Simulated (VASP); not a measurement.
# A VASP study of Hf2Pt (vdW-DF): structure first, properties next

Wanted: the relaxed cell of Hf2Pt and its properties. The steps: first try, relaxing cell and atoms (vdW-DF), second relaxation, density, ELF and potential (vdW-DF), band structure (vdW-DF), total and projected DOS (vdW-DF) and elastic constants (vdW-DF). The cell is invented: other elements were put on sites of a known structure type. It may not be a known or stable phase.

Program: VASP 6.6.1. Level of theory: vdW-DF; plane waves and PAW (Hf_pv, Pt); invented cell. Results are calculated unless marked as measured.

This is a report of a sequence of runs, with most program output left out.

## 1. Starting point

Before any relaxation, the start is as follows. The structure is hexagonal, space group P6/mmm (No. 191). The conventional cell has a = 3.687 Å, b = 3.687 Å, c = 4.211 Å, α = 90.00°, β = 90.00°, γ = 120.00°. Nearest to Hf lie 3 Hf at 2.13 Å and 6 Pt at 2.99 Å. Nearest to Pt lie 12 Hf at 2.99 Å. Farther neighbours are not listed.

Coordinates:

```xyz
3
Lattice="3.6872 0.0000 0.0000 -1.8436 3.1932 0.0000 0.0000 0.0000 4.2107" Properties=species:S:1:pos:R:3 pbc="T T T"
Hf    0.0000    2.1288    2.1054
Hf    1.8436    1.0644    2.1054
Pt    0.0000    0.0000    0.0000
```

## 2. First try

This run is made with a changed input; what comes of it follows.

Contents of INCAR:

```
SYSTEM = Hf2Pt
PREC = Accurate
ENCUT = 400
EDIFF = 1E-06
NELM = 91
ISMEAR = 1
SIGMA = 0.2
LREAL = .FALSE.
ALGO = Damped
GGA = RE
AGGAC = 0
LUSE_VDW = .TRUE.
LASPH = .TRUE.
LORBIT = 11
LWAVE = .FALSE.
LCHARG = .FALSE.
IBRION = 2
NSW = 30
ISIF = 3
EDIFFG = -0.01
TIME = 8
```

Contents of POSCAR:

```
Hf2Pt
1.0
    3.6872167900      0.0000000000      0.0000000000
   -1.8436084000      3.1932234100      0.0000000000
    0.0000000000      0.0000000000      4.2107168800
Hf Pt
2 1
Direct
    0.3333333300      0.6666666700      0.5000000000
    0.6666666700      0.3333333300      0.5000000000
    0.0000000000      0.0000000000      0.0000000000
```

Contents of KPOINTS:

```
Automatic mesh
0
Gamma
6 6 5
0 0 0
```

The projector-augmented-wave data sets are Hf_pv and Pt (PBE family, release 64).

Started as:

```console
> mpirun -np 1 vasp_std
```

It took 4.1 min on 1 MPI rank of AMD EPYC 7R43, shared host; peak memory 0.26 GiB.

The run was stopped at its time limit, by a STOPCAR file.

By then 1 ionic step had been finished.

The fault in the input: damping step far too long (ALGO = "Damped" and TIME = 8.0). Lower TIME to 0.4 or under.

## 3. Relaxing cell and atoms (vdW-DF)

Properties are meant for the cell that this level of theory prefers, so cell and atoms are relaxed first (ISIF = 3) until forces and stress are small; EDIFFG sets the threshold.

Contents of INCAR:

```
SYSTEM = Hf2Pt
PREC = Accurate
ENCUT = 400
EDIFF = 1E-06
NELM = 100
ISMEAR = 1
SIGMA = 0.2
LREAL = .FALSE.
ALGO = Normal
GGA = RE
AGGAC = 0
LUSE_VDW = .TRUE.
LASPH = .TRUE.
LORBIT = 11
LWAVE = .FALSE.
LCHARG = .FALSE.
IBRION = 2
NSW = 60
ISIF = 3
EDIFFG = -0.01
```

POSCAR is that of step 2.

KPOINTS is that of step 2.

Started as:

```console
> mpirun -np 1 vasp_std
```

The job ended after 8.8 min (1 MPI rank; peak memory 0.28 GiB).

The k-mesh is coarse for a metal. Harder data sets than Hf_pv exist (the GW ones), and pressures, volumes and forces can shift noticeably with them. The PAW data sets were made with PBE, which is usual practice but a small mismatch for other functionals. After so large a change of volume the plane waves of the start cell no longer fit, so the final stress carries a basis-set error. The run keeps the 24 symmetry operations of its start, so it cannot find a distortion of lower symmetry.

Relaxation path:

| step | energy less that of the first step (eV) | largest force (eV/Å) | pressure (GPa) | volume (Å³) |
| --- | --- | --- | --- | --- |
| 1 | 0.0000 | 0.0000 | 65.70 | 49.58 |
| 2 | -3.3914 | 0.0000 | -24.76 | 106.16 |
| 3 | -6.4957 | 0.0000 | -11.14 | 76.75 |
| 4 | -6.5017 | 0.0000 | -10.54 | 75.87 |
| 5 | -6.5009 | 0.0000 | -9.82 | 74.89 |
| 6 | -8.4358 | 0.0000 | -7.42 | 63.69 |
| 7 | -8.9572 | 0.0000 | -2.24 | 59.28 |
| 8 | -7.8609 | 0.0000 | 32.86 | 50.15 |
| 9 | -9.1098 | 0.0000 | 1.14 | 57.48 |
| 10 | -9.1428 | 0.0000 | 5.91 | 55.65 |
| 11 | -9.1497 | 0.0000 | 4.35 | 56.18 |
| 12 | -9.1273 | 0.0000 | -2.29 | 59.28 |
| 13 | -9.1828 | 0.0000 | 1.12 | 57.51 |
| 14 | -9.1828 | 0.0000 | -1.10 | 58.42 |
| 15 | -9.1854 | 0.0000 | -0.01 | 57.96 |

| cell as run | before | after | change |
| --- | --- | --- | --- |
| a (Å) | 3.687 | 4.831 | +31.0 % |
| b (Å) | 3.687 | 4.831 | +31.0 % |
| c (Å) | 4.211 | 2.867 | -31.9 % |
| volume (Å³/atom) | 16.53 | 19.32 | +16.9 % |

Final coordinates:

```
Hf Pt
1.0
     4.83130    0.00000    0.00000
    -2.41565    4.18403    0.00000
     0.00000    0.00000    2.86727
Hf Pt
2 1
Direct
  0.33333 0.66667 0.50000
  0.66667 0.33333 0.50000
  0.00000 0.00000 0.00000
```

Numbers from this step:

```
electrons                       : 30
bands                           : 19
irreducible k-points            : 21
symmetry operations             : 24
free energy (TOTEN)             : -16.11 eV
energy at zero smearing         : -16.11 eV
Fermi energy                    : 6.858 eV
pressure                        : -0.01115 GPa
metallic                        : yes
SCF cycles over all ionic steps : 154
```

It ends with forces that vanish by symmetry and a pressure of -0.01 GPa.

## 4. Second relaxation

The basis stayed that of the start cell while the cell moved. A rerun from the cell reached resets it; the error of the finite cutoff stays. The mesh changes with the cell too.

INCAR is that of step 3.

Contents of POSCAR:

```
Hf2Pt
1.0
    4.8313043734     -0.0000000018      0.0000000000
   -2.4156521948      4.1840323229      0.0000000000
    0.0000000000      0.0000000000      2.8672705116
Hf Pt
2 1
Direct
    0.3333333300      0.6666666700      0.5000000000
    0.6666666700      0.3333333300      0.5000000000
    0.0000000000      0.0000000000      0.0000000000
```

Contents of KPOINTS:

```
Automatic mesh
0
Gamma
5 5 7
0 0 0
```

Started as:

```console
> mpirun -np 1 vasp_std
```

The job ended after 2.5 min (1 MPI rank; peak memory 0.28 GiB).

The steps of the relaxation:

| step | energy less that of the first step (eV) | largest force (eV/Å) | pressure (GPa) | volume (Å³) |
| --- | --- | --- | --- | --- |
| 1 | 0.0000 | 0.0000 | 0.60 | 57.96 |
| 2 | -0.0022 | 0.0000 | -0.57 | 58.57 |
| 3 | -0.0024 | 0.0000 | -0.29 | 58.43 |
| 4 | -0.0025 | 0.0000 | 0.24 | 58.23 |
| 5 | -0.0026 | 0.0000 | 0.01 | 58.32 |

| conventional cell, symmetrised | before | after | change |
| --- | --- | --- | --- |
| a (Å) | 4.831 | 4.857 | +0.5 % |
| b (Å) | 4.831 | 4.857 | +0.5 % |
| c (Å) | 2.867 | 2.855 | -0.4 % |
| volume (Å³/atom) | 19.32 | 19.44 | +0.6 % |

The relaxed structure:

```xyz
3
Lattice="4.8569 0.0000 0.0000 -2.4284 4.2062 0.0000 0.0000 0.0000 2.8545" Properties=species:S:1:pos:R:3 pbc="T T T"
Hf    0.0000    2.8041    1.4273
Hf    2.4284    1.4021    1.4273
Pt    0.0000    0.0000    0.0000
```

Numbers from this step:

| Property | Result |
| --- | --- |
| irreducible k-points | 20 |
| free energy (TOTEN) | -16.16 eV |
| energy at zero smearing | -16.15 eV |
| Fermi energy | 6.693 eV |
| pressure | 0.01091 GPa |
| SCF cycles over all ionic steps | 42 |

It ends with forces that vanish by symmetry and a pressure of 0.01 GPa.

## 5. Density, ELF and potential (vdW-DF)

A single point on the relaxed cell gives a clean self-consistent state, with density, ELF and potential written out.

Changes to INCAR since step 4:

```diff
@@ -15,6 +15,5 @@
 LWAVE = .FALSE.
-LCHARG = .FALSE.
-IBRION = 2
-NSW = 60
-ISIF = 3
-EDIFFG = -0.01
+LCHARG = .TRUE.
+ISIF = 2
+LELF = .TRUE.
+LVHAR = .TRUE.
```

Contents of POSCAR:

```
Hf2Pt
1.0
    4.8568933365     -0.0000000019      0.0000000000
   -2.4284466764      4.2061930150      0.0000000000
    0.0000000000      0.0000000000      2.8545304781
Hf Pt
2 1
Direct
    0.3333333300      0.6666666700      0.5000000000
    0.6666666700      0.3333333300      0.5000000000
    0.0000000000      0.0000000000      0.0000000000
```

KPOINTS is that of step 4.

Started as:

```console
> mpirun -np 1 vasp_std
```

Wall time 40 s (1 MPI rank); peak memory 0.28 GiB.

This step gave:

* SCF cycles: 14
* pressure: -0.005001 GPa

Valence electrons inside each PAW sphere by angular momentum. Sphere charges, by row:

| atom | s (e) | p (e) | d (e) | tot (e) |
| --- | --- | --- | --- | --- |
| Hf1 | 0.372 | 6.34 | 1.732 | 8.444 |
| Hf2 | 0.372 | 6.34 | 1.732 | 8.444 |
| Pt3 | 0.667 | 0.573 | 7.925 | 9.165 |

ELF in the ab plane at fractional z = 0.500, with atoms of Hf within 0.2 Å of it. It is the smooth field of the valence electrons, not physical close to the nuclei.

Values, 14 rows by 14 columns, each cell a mean:
```
0.30 0.29 0.29 0.29 0.23 0.18 0.18 0.18 0.18 0.25 0.30 0.29 0.29 0.31
0.29 0.29 0.25 0.19 0.24 0.37 0.41 0.34 0.19 0.19 0.28 0.29 0.29 0.29
0.30 0.27 0.19 0.28 0.43 0.40 0.44 0.44 0.22 0.19 0.29 0.30 0.29 0.29
0.31 0.21 0.26 0.43 0.21 0.08 0.29 0.44 0.21 0.23 0.32 0.29 0.28 0.30
0.26 0.21 0.42 0.30 0.01 0.05 0.37 0.38 0.19 0.26 0.23 0.19 0.19 0.25
0.18 0.26 0.47 0.29 0.13 0.34 0.42 0.22 0.18 0.19 0.21 0.22 0.19 0.18
0.15 0.26 0.45 0.45 0.43 0.41 0.23 0.16 0.22 0.38 0.44 0.44 0.34 0.18
0.17 0.20 0.30 0.34 0.29 0.21 0.17 0.23 0.42 0.37 0.29 0.44 0.41 0.18
0.23 0.18 0.16 0.17 0.20 0.22 0.21 0.41 0.34 0.05 0.08 0.40 0.37 0.18
0.31 0.27 0.25 0.28 0.31 0.20 0.29 0.43 0.13 0.01 0.21 0.43 0.24 0.23
0.31 0.29 0.29 0.31 0.28 0.17 0.34 0.45 0.29 0.30 0.43 0.28 0.19 0.29
0.29 0.29 0.29 0.29 0.25 0.16 0.30 0.45 0.47 0.42 0.26 0.19 0.25 0.29
0.30 0.30 0.29 0.29 0.27 0.18 0.20 0.26 0.26 0.21 0.21 0.27 0.29 0.29
0.32 0.30 0.29 0.31 0.31 0.23 0.17 0.15 0.18 0.26 0.31 0.30 0.29 0.30
```
Columns run along a (4.9 Å), rows up along b (4.9 Å). Atoms in or near the plane, at fractional coordinates: Hf at (0.33, 0.67), Hf at (0.67, 0.33).

Valence density in the ab plane at fractional z = 0.500, with atoms of Hf within 0.2 Å of it. It is the smooth field of the valence electrons, not physical close to the nuclei.

Ten even steps from '_' (0.2 e/Å³) to '@' (3.5 e/Å³), each cell a mean:
```
____________________________
__________..::..____________
______..--**++::____________
______==%%@@##--____________
____::##@@@@**::____________
____--##@@##--______________
____::====::______::--::..__
____......______--**##++::__
______________::##@@@@**..__
____________..==@@@@%%--____
____________..==####==..____
____________..::--::________
____________________________
____________________________
```
Columns run along a (4.9 Å), rows up along b (4.9 Å). Atoms in or near the plane, at fractional coordinates: Hf at (0.33, 0.67), Hf at (0.67, 0.33).

Electrostatic potential energy in the ab plane at fractional z = 0.500, with atoms of Hf within 0.2 Å of it. With pseudopotentials it is smooth inside the atoms' cores, unlike the true potential.

Ten even steps from '_' (-25 eV) to '@' (2 eV), each cell a mean:
```
@@@@@@@@%%**++**##%%@@@@@@@@
@@@@@@%%++==--==**%%@@@@@@@@
@@@@##++--..::--++%%@@@@@@@@
@@%%++::____..--++%%@@@@@@@@
%%**--..____..==**%%%%%%%%%%
##++::..__..--++##**++++**##
**==--::::--++**++==----==**
##**====++****++--....::--++
%%##########**--..____..==**
@@@@@@@@@@##++::______--++%%
@@@@@@@@@@##==::....::++%%@@
@@@@@@@@@@##==--::--++##@@@@
@@@@@@@@@@##**==++**%%@@@@@@
@@@@@@@@@@%%##**##%%@@@@@@@@
```
Columns run along a (4.9 Å; values clipped at the 3rd and 97th percentile), rows up along b (4.9 Å). Atoms in or near the plane, at fractional coordinates: Hf at (0.33, 0.67), Hf at (0.67, 0.33).

In this run the pressure is -0.01 GPa, small enough to go on.

## 6. Band structure (vdW-DF)

Levels along the symmetry lines show where the bands peak and cross; KPOINTS_OPT computes them in the converged potential.

Changes to INCAR since step 5:

```diff
@@ -15,5 +15,2 @@
 LWAVE = .FALSE.
-LCHARG = .TRUE.
-ISIF = 2
-LELF = .TRUE.
-LVHAR = .TRUE.
+LCHARG = .FALSE.
```

POSCAR is that of step 5.

KPOINTS is that of step 5.

Contents of KPOINTS_OPT:

```
Line mode
16
Line-mode
Reciprocal
  0.00000000   0.00000000   0.00000000 GAMMA
  0.50000000   0.00000000   0.00000000 M

  0.50000000   0.00000000   0.00000000 M
  0.33333333   0.33333333   0.00000000 K

  0.33333333   0.33333333   0.00000000 K
  0.00000000   0.00000000   0.00000000 GAMMA

  0.00000000   0.00000000   0.00000000 GAMMA
  0.00000000   0.00000000   0.50000000 A

  0.00000000   0.00000000   0.50000000 A
  0.50000000   0.00000000   0.50000000 L

  0.50000000   0.00000000   0.50000000 L
  0.33333333   0.33333333   0.50000000 H

  0.33333333   0.33333333   0.50000000 H
  0.00000000   0.00000000   0.50000000 A

  0.50000000   0.00000000   0.50000000 L
  0.50000000   0.00000000   0.00000000 M

  0.33333333   0.33333333   0.00000000 K
  0.33333333   0.33333333   0.50000000 H
```

Started as:

```console
> mpirun -np 1 vasp_std
```

Run time: 81 s. Hardware: 1 MPI rank; peak memory 0.29 GiB.

Spin-orbit coupling is off here; with elements this heavy it splits and shifts levels by tenths of an eV or more.

Electronic bands along the path, in eV, zero at the Fermi level; # counts the bands kept:

| point | #6 | #7 | #8 | #9 | #10 | #11 |
| --- | --- | --- | --- | --- | --- | --- |
| Γ | -1.95 | -1.31 | -1.31 | -1.20 | -1.03 | 0.77 |
| 0.53 of the way | -1.99 | -1.93 | -1.14 | -0.98 | -0.78 | 0.52 |
| M | -2.03 | -1.91 | -1.07 | -0.87 | -0.71 | 0.30 |
| 0.53 of the way | -2.00 | -1.93 | -1.64 | -0.74 | -0.55 | 0.12 |
| K | -2.43 | -1.96 | -1.96 | -0.48 | -0.39 | -0.39 |
| 0.47 of the way | -1.99 | -1.94 | -1.44 | -1.10 | -0.15 | 0.06 |
| Γ | -1.95 | -1.31 | -1.31 | -1.20 | -1.03 | 0.77 |
| 0.47 of the way | -3.55 | 0.23 | 0.23 | 0.31 | 0.75 | 0.75 |
| A | -3.42 | 0.41 | 0.41 | 0.69 | 0.69 | 1.37 |
| 0.47 of the way | -2.16 | -1.22 | -0.69 | 0.83 | 0.99 | 1.33 |
| L | -2.74 | -1.15 | -0.92 | 0.33 | 0.51 | 0.85 |
| 0.47 of the way | -2.36 | -1.32 | -1.11 | 0.03 | 0.21 | 0.70 |
| H | -1.66 | -1.66 | -1.55 | 0.00 | 0.15 | 0.15 |
| 0.47 of the way | -1.69 | -1.46 | -1.08 | 0.60 | 0.72 | 0.78 |
| A | -3.42 | 0.41 | 0.41 | 0.69 | 0.69 | 1.37 |
| jump to L | -2.74 | -1.15 | -0.92 | 0.33 | 0.51 | 0.85 |
| 0.53 of the way | -3.24 | -2.10 | -1.20 | -0.03 | -0.02 | 0.93 |
| M | -2.03 | -1.91 | -1.07 | -0.87 | -0.71 | 0.30 |
| jump to K | -2.43 | -1.96 | -1.96 | -0.48 | -0.39 | -0.39 |
| 0.47 of the way | -3.27 | -1.70 | -1.70 | -0.85 | 0.73 | 0.73 |
| H | -1.66 | -1.66 | -1.55 | 0.00 | 0.15 | 0.15 |

Of the projections kept (Hf, Pt), the largest for each band there; the rest of the weight can lie on other orbitals:

| point | #6 | #7 | #8 | #9 | #10 | #11 |
| --- | --- | --- | --- | --- | --- | --- |
| Γ | Pt 0.98 | Hf 0.74 | Hf 0.74 | Hf 0.82 | Hf 1.00 | Hf 0.93 |
| M | Pt 0.96 | Pt 0.99 | Hf 0.90 | Hf 0.98 | Hf 0.78 | Hf 0.64 |
| K | Pt 0.63 | Pt 0.98 | Pt 0.98 | Hf 0.94 | Hf 0.93 | Hf 0.93 |
| Γ | Pt 0.98 | Hf 0.74 | Hf 0.74 | Hf 0.82 | Hf 1.00 | Hf 0.93 |
| A | Hf 0.76 | Pt 0.52 | Pt 0.52 | Hf 0.82 | Hf 0.82 | Pt 0.82 |
| L | Hf 0.90 | Hf 0.77 | Hf 0.87 | Pt 0.79 | Hf 0.79 | Hf 0.93 |

There is no gap at this level.

## 7. Total and projected DOS (vdW-DF)

Here the states are counted by energy and projected on the atoms. The mesh is finer than in the run before.

Changes to INCAR since step 6:

```diff
@@ -5,3 +5,3 @@
 NELM = 100
-ISMEAR = 1
+ISMEAR = -5
 SIGMA = 0.2
@@ -16 +16,2 @@
 LCHARG = .FALSE.
+NEDOS = 2001
```

POSCAR is that of step 6.

Contents of KPOINTS:

```
Automatic mesh
0
Gamma
7 7 10
0 0 0
```

Started as:

```console
> mpirun -np 1 vasp_std
```

The job ended after 66 s (1 MPI rank; peak memory 0.3 GiB).

With tetrahedra the forces and stress of a metal are not exact derivatives of the energy.

Numbers from this step:

```yaml
scf_cycles: 16
irreducible_k_points: 48
free_energy_toten: -16.21 eV
fermi_energy: 6.748 eV
pressure: -0.3803 GPa
dos_at_the_fermi_level: 2.446 states/eV/cell
```

The density of states has structure finer than the step of the table below, so its rows give means over 0.5 eV, whole bins alone (the curve runs from -12.0 to 1.85 eV). Peaks (eV: height): total -4.22: 7.82, -3.63: 8.82, -3.13: 6.49, 0.33: 6.13; Pt d -4.22: 4.22, -3.63: 6.10, -3.28: 4.06, -3.13: 4.70; Hf d -1.80: 1.34, -0.37: 1.89, 0.41: 3.44, 0.94: 2.49; Hf p -4.22: 0.358, -1.82: 0.344, 0.33: 0.784, 0.94: 0.557; Hf s -4.90: 0.501, -4.43: 0.365, -1.82: 0.181, 0.43: 0.170.

States under -12.0 eV and over 1.9 eV are left out. Density of states against energy, zero at the Fermi level; means over each step; values in states/eV/cell:

| energy (eV) | total | Pt d | Hf d | Hf p | Hf s | Pt s |
| --- | --- | --- | --- | --- | --- | --- |
| -8.5 | 0 | 0 | 0 | 0 | 0 | 0 |
| -8.0 | 0.0386 | 2.0e-4 | 4.1e-5 | 4.9e-4 | 0.00989 | 0.0110 |
| -7.5 | 0.172 | 0.00159 | 6.2e-4 | 0.00488 | 0.0413 | 0.0493 |
| -7.0 | 0.286 | 0.00631 | 0.00306 | 0.0134 | 0.0602 | 0.0834 |
| -6.5 | 0.468 | 0.0254 | 0.0121 | 0.0294 | 0.0750 | 0.144 |
| -6.0 | 0.675 | 0.0579 | 0.0316 | 0.0481 | 0.0760 | 0.216 |
| -5.5 | 0.573 | 0.0630 | 0.0362 | 0.0429 | 0.0696 | 0.149 |
| -5.0 | 2.51 | 1.06 | 0.210 | 0.0821 | 0.278 | 0.181 |
| -4.5 | 4.01 | 1.95 | 0.427 | 0.156 | 0.260 | 0.220 |
| -4.0 | 4.40 | 2.73 | 0.426 | 0.184 | 0.101 | 0.111 |
| -3.5 | 4.88 | 3.38 | 0.433 | 0.164 | 0.0380 | 0.0662 |
| -3.0 | 3.51 | 2.40 | 0.243 | 0.117 | 0.0597 | 0.0333 |
| -2.5 | 1.58 | 0.906 | 0.214 | 0.0442 | 0.0366 | 0.0107 |
| -2.0 | 3.33 | 1.65 | 0.578 | 0.162 | 0.121 | 0.0233 |
| -1.5 | 2.47 | 0.503 | 0.794 | 0.195 | 0.0935 | 0.0146 |
| -1.0 | 2.90 | 0.455 | 1.26 | 0.204 | 0.0719 | 0.00929 |
| -0.5 | 3.09 | 0.456 | 1.65 | 0.215 | 0.0687 | 0.0193 |
| 0.0 | 2.76 | 0.489 | 1.46 | 0.227 | 0.0973 | 0.00596 |
| 0.5 | 4.98 | 0.747 | 2.72 | 0.569 | 0.139 | 0.0201 |
| 1.0 | 2.98 | 0.493 | 1.58 | 0.322 | 0.106 | 0.0315 |
| 1.5 | 0.817 | 0.0843 | 0.445 | 0.0986 | 0.0354 | 0.0103 |

The finer mesh and the other smearing move the Fermi level by +0.06 eV from the 5×5×7 run, one measure of the sampling error in the zero of the bands above. Of the states within 0.3 eV of the Fermi level, the largest shares in the PAW spheres are Hf d 53 %, Pt d 17 % and Hf p 9 %. The rest lies in smaller channels or between the spheres.

## 8. Elastic constants (vdW-DF)

IBRION = 6 with ISIF = 3 strains the cell both ways at fixed fractional positions, and adds the ions' share afterwards from the force constants. Stress converges slowly with the basis, so the cutoff is raised.

Contents of INCAR:

```
SYSTEM = Hf2Pt
PREC = Accurate
ENCUT = 500
EDIFF = 1E-07
NELM = 100
ISMEAR = 1
SIGMA = 0.2
LREAL = .FALSE.
ALGO = Normal
GGA = RE
AGGAC = 0
LUSE_VDW = .TRUE.
LASPH = .TRUE.
LORBIT = 11
LWAVE = .FALSE.
LCHARG = .FALSE.
IBRION = 6
NFREE = 2
POTIM = 0.015
ISIF = 3
NSW = 1
```

POSCAR is that of step 7.

Contents of KPOINTS:

```
Automatic mesh
0
Gamma
5 5 7
0 0 0
```

Started as:

```console
> mpirun -np 1 vasp_std
```

Wall time 20 min (1 MPI rank); peak memory 0.41 GiB.

The run was stopped at its time limit, by a STOPCAR file.

More ranks or a longer limit would be the way on.

## 9. Results

| Property | Result |
| --- | --- |
| relaxed volume | 19.44 Å³/atom |
| relaxed conventional cell a, b, c | 4.857, 4.857, 2.855 Å; angles 90.0, 90.0, 120.0° |
| space group after relaxing, within 0.02 Å | P6/mmm (No. 191) |
| band gap | none, a metal |
| DOS at the Fermi level | 2.45 states/eV/cell |

What this shows: With vdW-DF, Hf2Pt relaxes to 19.44 Å³/atom in space group P6/mmm (held by the symmetry of the run) and comes out as a metal. Not obtained: elastic constants (vdW-DF), because the run hit its time limit. Band structure (vdW-DF): Of the bands kept, 5 cross the Fermi level on this path. Spin-orbit coupling is left out, and with elements this heavy it would split and shift bands near the Fermi level. The k-sampling is coarse for a metal, so the Fermi level, pressures and the shape of the cell carry errors. No search among competing phases was made. All values are for a static lattice at zero temperature.

[Lines on the potential files, build, host, timing and source positions are cut from VASP's logs without a mark.]

[Logs are printed without paths, hosts, clocks, repeated set-up lines and the standing remarks that a program may print on its own settings, such as how far it seeks lower states.]

[Hosts, paths, dates, database ids (printed as entryN), source tags and the programs' standing remarks are cut or masked in the printed files.]

[A measured line is paired with the nearest computed mode of its activity, which favours agreement.]
